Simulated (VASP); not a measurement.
Input:

```xyz
3
Lattice="0.0000 2.7049 2.7049 2.7049 0.0000 2.7049 2.7049 2.7049 0.0000" Properties=species:S:1:pos:R:3 pbc="T T T"
Si     1.3524     1.3524     1.3524
Si     4.0573     4.0573     4.0573
Ni     0.0000     0.0000     0.0000
```

Computed with LDA (Ceperley-Alder, Perdew-Zunger), VASP's LDA PAW potentials (set 64) (plane waves; VASP). Settings: 520 eV cut-off, 10×10×10 Γ-centred mesh, first-order Methfessel-Paxton smearing of 0.10 eV, potentials Si Ni.

Problem. Give the stress tensor in GPa (positive for a compressed cell).

Solution. 
```
-5.06   0.00   0.00
 0.00  -5.06   0.00
 0.00   0.00  -5.06
```
The pressure is its mean diagonal, -5.06 GPa.

The compound is NiSi2 in the fluorite structure. This cell is one point of a volume scan, at 1.03 of the reference volume. The run is not spin-polarised, so no magnetic state was tried.
